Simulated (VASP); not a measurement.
Input:

```
YN
1.0
    0.00000     2.42308     2.42308
    2.42308     0.00000     2.42308
    2.42308     2.42308     0.00000
Y N
1 1
Direct
  0.00000   0.00000   0.00000
  0.50000   0.50000   0.50000
```

All values below come from optB88-vdW, VASP's PBE PAW potentials (set 64) (plane waves; VASP). Numerical set-up: 520 eV cut-off, 9×9×9 Γ-centred mesh, Gaussian smearing of 0.050 eV, potentials Y_sv N.

### Question
The job: YN (rock salt), 2 atoms, optB88-vdW, static run, 520 eV, 9×9×9 Γ-centred mesh. Roughly how much core time does it take on a busy server core?

### Answer
About 30 core-seconds (one run on a shared machine, a rough figure). It had 35 irreducible k-points, 12 bands, up to 779 plane waves and 15 electronic steps.

The compound is YN in the rock salt structure. This cell is one point of a volume scan, at 0.97 of the reference volume.
